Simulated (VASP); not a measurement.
Given:

```xyz
4
Lattice="4.0083 0.0000 0.0000 0.0000 4.0083 0.0000 0.0000 0.0000 4.9982" Properties=species:S:1:pos:R:3 pbc="T T T"
Pb     2.0042     0.0000     3.8243
Pb     0.0000     2.0042     1.1739
O      2.0042     2.0042     0.0000
O      0.0000     0.0000     0.0000
```

The numbers are results of PBE GGA with D3 dispersion (zero damping), VASP's PBE PAW potentials (set 64) (plane waves; VASP 6.6.1), not measurements. Run with 520 eV cut-off, 6×6×5 Γ-centred mesh, Gaussian smearing of 0.050 eV, potentials Pb_d O.

**Question.** The ions and cell shape at fixed volume are relaxed. What does this cell relax into?

**Answer.** 
```xyz
4
Lattice="4.0336 0.0000 0.0000 0.0000 4.0336 0.0000 0.0000 0.0000 4.9360" Properties=species:S:1:pos:R:3 pbc="T T T"
Pb     2.0168     0.0000     3.7483
Pb     0.0000     2.0168     1.1877
O      2.0168     2.0168     0.0000
O      0.0000     0.0000     0.0000
```
Space group P4/nmm (129), at a tolerance of 0.03 Å.

**Question.** How much energy does the relaxation gain?

**Answer.** The energy (σ→0) changes by -3.1 meV/atom, in 5 ionic steps.

The compound is PbO in the litharge structure. This cell is one point of a volume scan, at 0.97 of the reference volume. Symmetry was kept, so distortions that lower it aren't found.
